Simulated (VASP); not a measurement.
Output of a VASP run:

OSZICAR:
```
       N       E                     dE             d eps       ncg     rms          rms(c)
DAV:   1     0.126333088465E+03    0.12633E+03   -0.11811E+04  1728   0.197E+03
DAV:   2    -0.114020517708E+01   -0.12747E+03   -0.12342E+03  1792   0.346E+02
DAV:   3    -0.516858547785E+01   -0.40284E+01   -0.40153E+01  1995   0.696E+01
DAV:   4    -0.519423550397E+01   -0.25650E-01   -0.25648E-01  1953   0.490E+00
DAV:   5    -0.519451679670E+01   -0.28129E-03   -0.28129E-03  2037   0.526E-01    0.849E+00
DAV:   6    -0.476915186539E+01    0.42536E+00   -0.14648E+00  1736   0.144E+01    0.538E+00
DAV:   7    -0.474324916457E+01    0.25903E-01   -0.36045E-02  2225   0.430E+00    0.285E+00
DAV:   8    -0.473501043066E+01    0.82387E-02   -0.99927E-03  1885   0.119E+00    0.143E-01
DAV:   9    -0.473503315511E+01   -0.22724E-04   -0.36902E-04  1928   0.254E-01    0.736E-02
DAV:  10    -0.473504539504E+01   -0.12240E-04   -0.43196E-05  2141   0.118E-01    0.178E-02
DAV:  11    -0.473504560388E+01   -0.20884E-06   -0.10422E-05  1855   0.803E-02    0.379E-03
DAV:  12    -0.473504554837E+01    0.55506E-07   -0.20955E-07   945   0.120E-02
   1 F= -.57755308E+01 E0= -.57754054E+01  d E =-.577553E+01
       N       E                     dE             d eps       ncg     rms          rms(c)
DAV:   1    -0.475629157630E+01   -0.21246E-01   -0.46466E-01  1715   0.127E+01    0.118E+00
DAV:   2    -0.472704656460E+01    0.29245E-01   -0.98142E-02  1946   0.752E+00    0.406E-01
DAV:   3    -0.472531196104E+01    0.17346E-02   -0.39810E-03  1715   0.701E-01    0.269E-01
DAV:   4    -0.472482843989E+01    0.48352E-03   -0.27549E-04  2547   0.553E-01    0.113E-01
DAV:   5    -0.472469948139E+01    0.12896E-03   -0.11227E-04  2231   0.159E-01    0.109E-02
DAV:   6    -0.472469915783E+01    0.32356E-06   -0.12028E-05  1785   0.459E-02    0.405E-03
DAV:   7    -0.472469896371E+01    0.19412E-06   -0.23922E-07   861   0.221E-02
   2 F= -.57755111E+01 E0= -.57753849E+01  d E =0.196997E-04
       N       E                     dE             d eps       ncg     rms          rms(c)
DAV:   1    -0.473818682394E+01   -0.13488E-01   -0.11739E-01  1701   0.646E+00    0.590E-01
DAV:   2    -0.473089028280E+01    0.72965E-02   -0.24005E-02  1939   0.354E+00    0.211E-01
DAV:   3    -0.473043052049E+01    0.45976E-03   -0.93996E-04  1722   0.324E-01    0.139E-01
DAV:   4    -0.473028993935E+01    0.14058E-03   -0.85364E-05  2496   0.277E-01    0.453E-02
DAV:   5    -0.473026458805E+01    0.25351E-04   -0.25248E-05  1984   0.618E-02    0.474E-03
DAV:   6    -0.473026490288E+01   -0.31483E-06   -0.19294E-06  1196   0.205E-02
   3 F= -.57758679E+01 E0= -.57757413E+01  d E =-.337079E-03
```

**OUTCAR**
```
------------------------ aborting loop because EDIFF is reached ----------------------------------------
  Edisp (eV):   -1.04560
  FORCE on cell =-STRESS in cart. coord.  units (eV):
  Direction    XX          YY          ZZ          XY          YZ          ZX
  --------------------------------------------------------------------------------------
  Total       0.01190     0.01190     0.01190    -0.00000    -0.00000    -0.00000
  in kB       0.61290     0.61290     0.61290    -0.00000    -0.00000    -0.00000
  external pressure =        0.61 kB  Pullay stress =        0.00 kB
  volume of cell :       31.10
      direct lattice vectors                 reciprocal lattice vectors
     3.144622625 -0.000000000  0.000000000     0.318003182  0.000000000 -0.000000000
    -0.000000000  3.144622625 -0.000000000     0.000000000  0.318003182  0.000000000
     0.000000000 -0.000000000  3.144622625    -0.000000000  0.000000000  0.318003182
 POSITION                                       TOTAL-FORCE (eV/Angst)
 -----------------------------------------------------------------------------------
      1.57231      1.57231      1.57231         0.000000     -0.000000      0.000000
      0.00000      0.00000      0.00000        -0.000000      0.000000      0.000000
 -----------------------------------------------------------------------------------
    total drift:                                0.000000      0.000000     -0.000000
  FREE ENERGIE OF THE ION-ELECTRON SYSTEM (eV)
  ---------------------------------------------------
  free  energy   TOTEN  =        -5.7758678582 eV

  energy  without entropy=       -5.7754883203  energy(sigma->0) =       -5.77574135

 reached required accuracy - stopping structural energy minimisation
```
(Selected blocks of OUTCAR.)

### POSCAR
```
AuZn
1
    3.1500000000     0.0000000000     0.0000000000
    0.0000000000     3.1500000000     0.0000000000
    0.0000000000     0.0000000000     3.1500000000
Zn Au
1 1
Direct
  0.5000000000   0.5000000000   0.5000000000
  0.0000000000   0.0000000000   0.0000000000
```

Question: Write an INCAR and KPOINTS that could have produced this output.

Answer: One answer among several that fit: the input of the run itself, PBE GGA with D4 dispersion, plane waves, VASP's PBE PAW potentials (set 64).

### INCAR
```
SYSTEM = AuZn
PREC = Accurate
ENCUT = 520
EDIFF = 1E-6
NELM = 100
ALGO = Normal
LREAL = .FALSE.
LASPH = .TRUE.
ISMEAR = 1
SIGMA = 0.1
GGA = PE
IVDW = 13
LMAXMIX = 6
LWAVE = .FALSE.
LCHARG = .FALSE.
IBRION = 2
ISIF = 3
NSW = 60
EDIFFG = -0.01
```

File KPOINTS:
```
Automatic mesh
0
Gamma
10 10 10
0 0 0
```

POTCAR, in this order: Zn Au (PBE.64 set). Program: vasp_std.

The compound is AuZn in the CsCl type structure. This run relaxes it. Symmetry was kept, so distortions that lower it aren't found. The electron count is odd and the run is not spin-polarised, which forces a metal.
